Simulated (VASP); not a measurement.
These are r2SCAN meta-GGA, VASP's PBE PAW potentials (set 64) (plane waves; VASP) values and carry that method's errors.

A VASP calculation is set up with these files.

**KPOINTS**
```
Automatic mesh
0
Gamma
4 4 4
0 0 0
```

POSCAR:
```
CsSnI3
1.0
  6.1799610737   0.0000000000   0.0000000000
  0.0000000000   6.1799610737   0.0000000000
  0.0000000000   0.0000000000   6.1799610737
Cs Sn I
1 1 3
Cart
  0.0000000000   0.0000000000   0.0000000000
  3.0899805369   3.0899805369   3.0899805369
  3.0899805369   0.0000000000   3.0899805369
  0.0000000000   3.0899805369   3.0899805369
  3.0899805369   3.0899805369   0.0000000000
```

INCAR:
```
# general
SYSTEM  = CsSnI3
PREC    = Accurate
ENCUT   = 400
LREAL   = .FALSE.
LASPH   = .TRUE.

# electronic loop
EDIFF   = 1E-6
NELM    = 100
ALGO    = Normal
LMAXMIX = 4
LMIXTAU = .TRUE.

# smearing
ISMEAR  = 0
SIGMA   = 0.05

# functional
METAGGA = R2SCAN

# ions
IBRION  = 2
NSW     = 60
ISIF    = 3
EDIFFG  = -0.02

# output
LWAVE   = .FALSE.
LCHARG  = .FALSE.
```

POTCAR, in this order: Cs_sv Sn_d I (PBE.64 set). Program: vasp_std.

The resulting files:

### OUTCAR
```
 ion  position               nearest neighbor table
   1  0.000  0.000  0.000-
   2  0.500  0.500  0.500-   3 3.09   4 3.09   5 3.09   5 3.09   3 3.09   4 3.09
   3  0.500  0.000  0.500-   2 3.09   2 3.09
   4  0.000  0.500  0.500-   2 3.09   2 3.09
   5  0.500  0.500  0.000-   2 3.09   2 3.09
  LATTYP: Found a simple cubic cell.
 ALAT       =     6.1799610737
 Subroutine PRICEL returns:
 Original cell was already a primitive cell.
 Subroutine GETGRP returns: Found 48 space group operations
The static configuration has the point symmetry O_h .
The dynamic configuration has the point symmetry O_h .
 Subroutine INISYM returns: Found 48 space group operations
 Subroutine IBZKPT returns following result:
 Found     10 irreducible k-points:

 Following reciprocal coordinates:
            Coordinates               Weight
  0.000000  0.000000  0.000000      1.000000
  0.250000  0.000000  0.000000      6.000000
  0.500000  0.000000  0.000000      3.000000
  0.250000  0.250000  0.000000     12.000000
  0.500000  0.250000  0.000000     12.000000
  0.500000  0.500000  0.000000      3.000000
  0.250000  0.250000  0.250000      8.000000
  0.500000  0.250000  0.250000     12.000000
  0.500000  0.500000  0.250000      6.000000
  0.500000  0.500000  0.500000      1.000000
   k-points           NKPTS =     10   k-points in BZ     NKDIM =     10   number of bands    NBANDS=     26
   number of dos      NEDOS =    301   number of ions     NIONS =      5
   total plane-waves  NPLWV =  64000
   dimension x,y,z NGX =    40 NGY =   40 NGZ =   40
   dimension x,y,z NGXF=    80 NGYF=   80 NGZF=   80
   ions per type =               1   1   3
   PREC   = accura    normal or accurate (medium, high low for compatibility)
   ISTART =      0    job   : 0-new  1-cont  2-samecut
   ICHARG =      2    charge: 1-file 2-atom 10-const
   ISPIN  =      1    spin polarized calculation?
   LNONCOLLINEAR =      F non collinear calculations
   LSORBIT =      F    spin-orbit coupling
   INIWAV =      1    electr: 0-lowe 1-rand  2-diag
   ENCUT  =  400.0 eV  29.40 Ry    5.42 a.u.  10.08 10.08 10.08*2*pi/ulx,y,z
   NELM   =    100;   NELMIN=  2; NELMDL= -5     # of ELM steps
   EDIFF  = 0.1E-05   stopping-criterion for ELM
   LREAL  =      F    real-space projection
   NLSPLINE    = F    spline interpolate recip. space projectors
   LMAXMIX     =    4 max onsite mixed and CHGCAR
   VOSKOWN=      0    Vosko Wilk Nusair interpolation
   EDIFFG = -.2E-01   stopping-criterion for IOM
   NSW    =     60    number of steps for IOM
   NBLOCK =      1;   KBLOCK =     60    inner block; outer block
   IBRION =      2    ionic relax: 0-MD 1-quasi-New 2-CG
   NFREE  =      1    steps in history (QN), initial steepest desc. (CG)
   ISIF   =      3    stress and relaxation
   ISYM   =      2    0-nonsym 1-usesym 2-fastsym
   TEIN   =    0.0    initial temperature
   TEBEG  =    0.0;   TEEND  =   0.0 temperature during run
   SMASS  =  -3.00    Nose mass-parameter (am)
   PSTRESS=    0.0 pullay stress
   NELECT =      44.0000    total number of electrons
   EFERMI =   0.00;   METHOD = LEGACY
   ISMEAR =     0;   SIGMA  =   0.05  broadening in eV -4-tet -1-fermi 0-gaus
   IALGO  =     38    algorithm
   LDIAG  =      T    sub-space diagonalisation (order eigenvalues)
   IMIX   =      4    mixing-type and parameters
     AMIX     =   0.40;   BMIX     =  1.00
     AMIX_MAG =   1.60;   BMIX_MAG =  1.00
     AMIN     =   0.10
   METAGGA = R2SCAN    functional components
   VOSKOWN =     0    Vosko Wilk Nusair interpolation
   LHFCALC =     F    Hartree Fock is set to
   LHFONE  =     F    Hartree Fock one center treatment
   AEXX    =    0.0000 exact exchange contribution
   IVDW    =     0    specifies the selected vdW correction
...
```

File OSZICAR:
```
       N       E                     dE             d eps       ncg     rms          rms(c)
DAV:   1     0.208245890796E+03    0.20825E+03   -0.16544E+04   536   0.131E+03
DAV:   2    -0.999395190944E+02   -0.30819E+03   -0.30176E+03   658   0.287E+02
DAV:   3    -0.135091130747E+03   -0.35152E+02   -0.34697E+02   606   0.112E+02
DAV:   4    -0.136328728168E+03   -0.12376E+01   -0.12290E+01   646   0.255E+01
DAV:   5    -0.136368466383E+03   -0.39738E-01   -0.39730E-01   812   0.418E+00    0.487E+00
DAV:   6    -0.132239232202E+03    0.41292E+01   -0.13056E+00   640   0.117E+01    0.408E+00
DAV:   7    -0.127110149868E+03    0.51291E+01   -0.15828E+00   564   0.688E+00    0.143E+00
DAV:   8    -0.128076807387E+03   -0.96666E+00   -0.49706E-01   628   0.418E+00    0.423E-01
DAV:   9    -0.128572709568E+03   -0.49590E+00   -0.21245E-01   548   0.286E+00    0.540E-01
DAV:  10    -0.128553784184E+03    0.18925E-01   -0.23701E-01   528   0.434E+00    0.402E-01
DAV:  11    -0.128493655851E+03    0.60128E-01   -0.11842E-01   528   0.302E+00    0.157E-01
DAV:  12    -0.128585309654E+03   -0.91654E-01   -0.12423E-01   522   0.293E+00    0.263E-01
DAV:  13    -0.128586308994E+03   -0.99934E-03   -0.10606E-02   540   0.835E-01    0.113E-01
DAV:  14    -0.128609846222E+03   -0.23537E-01   -0.95843E-03   562   0.820E-01    0.536E-02
DAV:  15    -0.128608309858E+03    0.15364E-02   -0.62142E-03   530   0.653E-01    0.570E-02
DAV:  16    -0.128609327996E+03   -0.10181E-02   -0.30291E-03   526   0.406E-01    0.582E-02
DAV:  17    -0.128611172196E+03   -0.18442E-02   -0.65566E-04   536   0.222E-01    0.420E-02
DAV:  18    -0.128611578909E+03   -0.40671E-03   -0.51273E-04   574   0.195E-01    0.245E-02
DAV:  19    -0.128611567301E+03    0.11608E-04   -0.32668E-05   630   0.329E-02    0.322E-02
DAV:  20    -0.128611514278E+03    0.53023E-04   -0.12856E-05   558   0.308E-02    0.379E-02
DAV:  21    -0.128611464922E+03    0.49356E-04   -0.10738E-05   600   0.327E-02    0.596E-02
DAV:  22    -0.128611591658E+03   -0.12674E-03   -0.96762E-05   534   0.961E-02    0.499E-03
DAV:  23    -0.128611596011E+03   -0.43522E-05   -0.94438E-06   598   0.277E-02    0.117E-02
DAV:  24    -0.128611596243E+03   -0.23246E-06   -0.15056E-06   342   0.125E-02
   1 F= -.12861160E+03 E0= -.12861160E+03  d E =-.128612E+03
       N       E                     dE             d eps       ncg     rms          rms(c)
DAV:   1    -0.128756568673E+03   -0.14497E+00   -0.34413E+00   608   0.172E+01    0.216E+00
DAV:   2    -0.128653435866E+03    0.10313E+00   -0.18416E-01   580   0.408E+00    0.930E-01
DAV:   3    -0.128619672890E+03    0.33763E-01   -0.10162E-01   642   0.271E+00    0.393E-01
DAV:   4    -0.128622832216E+03   -0.31593E-02   -0.99059E-03   520   0.712E-01    0.239E-01
DAV:   5    -0.128616635898E+03    0.61963E-02   -0.99249E-03   520   0.749E-01    0.133E-01
DAV:   6    -0.128622791788E+03   -0.61559E-02   -0.65496E-03   524   0.609E-01    0.359E-02
DAV:   7    -0.128622887218E+03   -0.95430E-04   -0.32487E-04   546   0.144E-01    0.155E-02
DAV:   8    -0.128622907790E+03   -0.20572E-04   -0.13040E-04   526   0.938E-02    0.126E-02
DAV:   9    -0.128622955342E+03   -0.47553E-04   -0.38768E-05   524   0.509E-02    0.318E-03
DAV:  10    -0.128622957563E+03   -0.22208E-05   -0.60394E-06   504   0.183E-02    0.958E-04
DAV:  11    -0.128622958243E+03   -0.68010E-06   -0.26917E-06   448   0.141E-02
   2 F= -.12862296E+03 E0= -.12862296E+03  d E =-.113620E-01
       N       E                     dE             d eps       ncg     rms          rms(c)
DAV:   1    -0.128631491066E+03   -0.85335E-02   -0.20515E-01   608   0.411E+00    0.535E-01
DAV:   2    -0.128625216925E+03    0.62741E-02   -0.11103E-02   580   0.107E+00    0.228E-01
DAV:   3    -0.128623217477E+03    0.19994E-02   -0.61367E-03   646   0.655E-01    0.994E-02
DAV:   4    -0.128623352419E+03   -0.13494E-03   -0.61911E-04   522   0.178E-01    0.589E-02
DAV:   5    -0.128623034314E+03    0.31810E-03   -0.62345E-04   524   0.188E-01    0.328E-02
DAV:   6    -0.128623346775E+03   -0.31246E-03   -0.38016E-04   526   0.148E-01    0.881E-03
DAV:   7    -0.128623352535E+03   -0.57599E-05   -0.22597E-05   544   0.378E-02    0.344E-03
DAV:   8    -0.128623356059E+03   -0.35235E-05   -0.70448E-06   524   0.215E-02    0.293E-03
DAV:   9    -0.128623358125E+03   -0.20663E-05   -0.12134E-06   344   0.888E-03    0.850E-04
DAV:  10    -0.128623358332E+03   -0.20643E-06   -0.52128E-07   312   0.637E-03
   3 F= -.12862336E+03 E0= -.12862336E+03  d E =-.117621E-01
```

OUTCAR:
```
------------------------ aborting loop because EDIFF is reached ----------------------------------------
  FORCE on cell =-STRESS in cart. coord.  units (eV):
  Direction    XX          YY          ZZ          XY          YZ          ZX
  --------------------------------------------------------------------------------------
  Total       -0.0126576     -0.0126576     -0.0126576     -0.0000000     -0.0000000     -0.0000000
  in kB       -0.0834287     -0.0834287     -0.0834287     -0.0000000     -0.0000000     -0.0000000
  external PRESSURE =      -0.0834287 kB  Pullay stress =       0.0000000 kB
  volume of cell :      243.08
      direct lattice vectors                 reciprocal lattice vectors
     6.240921246 -0.000000000 -0.000000000     0.160232754  0.000000000 -0.000000000
    -0.000000000  6.240921246 -0.000000000     0.000000000  0.160232754 -0.000000000
     0.000000000  0.000000000  6.240921246     0.000000000  0.000000000  0.160232754
 POSITION                                       TOTAL-FORCE (eV/Angst)
 -----------------------------------------------------------------------------------
      0.00000      0.00000      0.00000         0.000000      0.000000      0.000000
      3.12046      3.12046      3.12046        -0.000000      0.000000      0.000000
      3.12046     -0.00000      3.12046         0.000000      0.000000      0.000000
      0.00000      3.12046      3.12046         0.000000      0.000000      0.000000
      3.12046      3.12046     -0.00000         0.000000      0.000000      0.000000
 -----------------------------------------------------------------------------------
    total drift:                               -0.000000      0.000000     -0.000000
  FREE ENERGIE OF THE ION-ELECTRON SYSTEM (eV)
  ---------------------------------------------------
  free  energy   TOTEN  =      -128.6233583315 eV

  energy  without entropy=     -128.6233583315  energy(sigma->0) =     -128.62335833

 reached required accuracy - stopping structural energy minimisation
```
(Selected blocks of OUTCAR.)

File CONTCAR:
```
CsSnI3
   1.00000000000000
     6.2409212462841248   -0.0000000000000000   -0.0000000000000000
    -0.0000000000000000    6.2409212462841248   -0.0000000000000000
     0.0000000000000000    0.0000000000000000    6.2409212462841248
  Cs              Sn              I
     1     1     3
Direct
     0.0000000000000000    0.0000000000000000    0.0000000000000000
     0.5000000000000000    0.5000000000000000    0.5000000000000000
     0.5000000000000000    0.0000000000000000    0.5000000000000000
     0.0000000000000000    0.5000000000000000    0.5000000000000000
     0.5000000000000000    0.5000000000000000    0.0000000000000000
```

Energy and stress use the plane-wave basis of the starting cell.

The compound is CsSnI3 in the cubic perovskite structure, the ideal cubic form; the compound distorts at low or room temperature. This run relaxes it. Symmetry was kept, so distortions that lower it aren't found. The start is the result of an earlier pass.
